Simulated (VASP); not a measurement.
The input files of a VASP run:

POSCAR:
```
Ca
1
    0.0000000000     2.7531265438     2.7531265438
    2.7531265438     0.0000000000     2.7531265438
    2.7531265438     2.7531265438     0.0000000000
Ca
1
Direct
  0.0000000000   0.0000000000   0.0000000000
```

KPOINTS:
```
K-points
0
gamma
11 11 11
```

INCAR:
```
# general
SYSTEM=Ca
PREC  =Accurate
ENCUT =520
LREAL =.FALSE.   # projection in real space or not
LASPH =.TRUE.

# electronic loop
EDIFF =1E-7   # SCF stop (eV)
NELM  =100   # most electronic steps
ALGO  =Normal   # blocked Davidson

# smearing
ISMEAR=1   # Methfessel-Paxton
SIGMA =0.1   # width (eV)

# functional
GGA   =RP

# ions
ISIF  =2   # forces and stress, cell fixed

# output
LWAVE =.FALSE.
LCHARG=.FALSE.
```

POTCAR, in this order: Ca_sv (PBE.64 set). Program: vasp_std.

**Question.** Translate this RPBE calculation to Ansatz.

**Answer.** One equivalent input (not run):
Ansatz 0.2 input:
```yaml
crystal:
  lattice:
    - [0.0000000, 2.7531265, 2.7531265]
    - [2.7531265, 0.0000000, 2.7531265]
    - [2.7531265, 2.7531265, 0.0000000]
  atoms:
    - { symbol: Ca, position: [0.0000000, 0.0000000, 0.0000000] }
kpoints:
  mp_grid: { grid: [11, 11, 11] }
hamiltonian:
  xc: rpbe
  pseudopotentials: { kind: paw }
scf:
  occupations: { method: methfessel_paxton, width: 0.1 }
  max_iter: 100
output: { forces: true, stress: true, eigenvalues: true }
```
Limits of the translation: each code has its own PAW files, so the cut-off isn't converted (ENCUT is set for VASP's; basis.ecutwfc is left out, and Ansatz then takes the one that its files recommend); Ansatz stops its SCF on the density residual and VASP on the energy change (EDIFF).

The compound is Ca in the fcc structure. This cell is one point of a volume scan, at 0.94 of the reference volume.
